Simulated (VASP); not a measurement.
Data:

```yaml
crystal:
  lattice:
    - [0.00000, 2.99374, 2.99374]
    - [2.99374, 0.00000, 2.99374]
    - [2.99374, 2.99374, 0.00000]
  atoms:
    - { symbol: Al, position: [0.25000, 0.25000, 0.25000] }
    - { symbol: Al, position: [0.75000, 0.75000, 0.75000] }
    - { symbol: Au, position: [0.00000, 0.00000, 0.00000] }
```

Computed with PBE GGA with D3 dispersion (Becke-Johnson damping), VASP's PBE PAW potentials (set 64) (plane waves; VASP 6.6.1). Settings: 520 eV cut-off, Gaussian smearing of 0.050 eV, potentials Al Au.

Problem. Give the energies of bands 2 to 11 at the high-symmetry points, in eV from the Fermi level.

Solution. 
```
band      Γ      X      U      L      W
----  -----  -----  -----  -----  -----
2     -6.61  -7.09  -6.79  -6.46  -7.04
3     -6.61  -6.23  -6.59  -6.36  -6.33
4     -6.61  -5.79  -5.90  -6.36  -6.24
5     -5.64  -5.79  -5.58  -5.52  -5.79
6     -5.64  -5.33  -5.54  -5.52  -5.20
7      2.31  -5.01  -4.60  -5.45  -4.01
8      2.99  -2.10  -3.38   0.39  -4.01
9      2.99  -2.10  -1.35   0.39  -2.17
10     2.99   1.33   1.89   3.33   4.18
11     3.97   2.13   4.42   3.68   4.18
```

It has no gap at this level: it comes out as a metal or semimetal.

The compound is AuAl2 in the fluorite structure. It was relaxed first. The electron count is odd and the run is not spin-polarised, which forces a metal.
